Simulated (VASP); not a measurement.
The input files of a VASP run:

### KPOINTS
```
Automatic mesh
0
Gamma
4 4 6
0 0 0
```

**INCAR**
```
# general
SYSTEM =MoSi2
PREC   =Accurate
ENCUT  =300
LREAL  =.False.
LASPH  =.True.

# electronic loop
EDIFF  =1E-6
NELM   =100
ALGO   =Normal
LMAXMIX=4

# smearing
ISMEAR =0
SIGMA  =0.1

# functional
GGA    =PS

# ions
ISIF   =2

# output
LWAVE  =.False.
LCHARG =.False.
```

File POSCAR:
```
MoSi2
7.850
 -0.2044585987   0.2044585987   0.5000000000
  0.2044585987  -0.2044585987   0.5000000000
  0.2044585987   0.2044585987  -0.5000000000
Si Mo
2 1
Direct
  0.6650000000   0.6650000000   0.0000000000
  0.3350000000   0.3350000000   0.0000000000
  0.0000000000   0.0000000000   0.0000000000
```

POTCAR, in this order: Si Mo_sv (PBE.64 set). Program: vasp_std.

Question: Translate this PBEsol calculation to Ansatz.

Answer: One equivalent input (not run):
Ansatz 0.2 input:
```yaml
crystal:
  lattice:
    - [-1.6050000, 1.6050000, 3.9250000]
    - [1.6050000, -1.6050000, 3.9250000]
    - [1.6050000, 1.6050000, -3.9250000]
  atoms:
    - { symbol: Si, position: [0.6650000, 0.6650000, 0.0000000] }
    - { symbol: Si, position: [0.3350000, 0.3350000, 0.0000000] }
    - { symbol: Mo, position: [0.0000000, 0.0000000, 0.0000000] }
kpoints:
  mp_grid: { grid: [4, 4, 6] }
hamiltonian:
  xc: pbesol
  pseudopotentials: { kind: paw }
scf:
  occupations: { method: gaussian, width: 0.1 }
  max_iter: 100
output: { forces: true, stress: true, eigenvalues: true }
```
Limits of the translation: each code has its own PAW files, so the cut-off isn't converted (ENCUT is set for VASP's; basis.ecutwfc is left out, and Ansatz then takes the one that its files recommend); Ansatz stops its SCF on the density residual and VASP on the energy change (EDIFF).

The structure is a typed MoSi2 crystal. The cell was not relaxed at this level. The k-mesh is coarse (spacing up to 0.53 per Å, 2π included), so the numbers may not be converged in it. The run is one of a series of settings (KPOINTS 4×4×6 Γ-centred mesh against the base run), some of them coarse on purpose.
